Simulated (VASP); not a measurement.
Consider the following.

```xyz
5
Lattice="4.1794 0.0000 0.0000 0.0000 4.1794 0.0000 0.0000 0.0000 4.1794" Properties=species:S:1:pos:R:3 pbc="T T T"
Ba     0.0000     0.0000     0.0000
Hf     2.0897     2.0897     2.0897
O      2.0897     0.0000     2.0897
O      0.0000     2.0897     2.0897
O      2.0897     2.0897     0.0000
```

These are PBE GGA with D3 dispersion (Becke-Johnson damping), VASP's PBE PAW potentials (set 64) (plane waves; VASP) values and carry that method's errors. Run with 520 eV cut-off, 6×6×6 Γ-centred mesh, tetrahedra with Blöchl corrections, potentials Ba_sv Hf_pv O.

The cores are frozen, which limits the accuracy of field gradients.

### Question
Give the principal components of the electric field gradient (V/Å²) and the asymmetry η at each nucleus.

### Answer

```
atom  Vxx  Vyy   Vzz     η
----  ---  ---  ----  ----
Ba1   0.0  0.0   0.0     -
Hf2   0.0  0.0   0.0     -
O3    2.6  2.6  -5.2  0.00
O4    2.6  2.6  -5.2  0.00
O5    2.6  2.6  -5.2  0.00
```

The compound is BaHfO3 in the cubic perovskite structure. It was relaxed first.
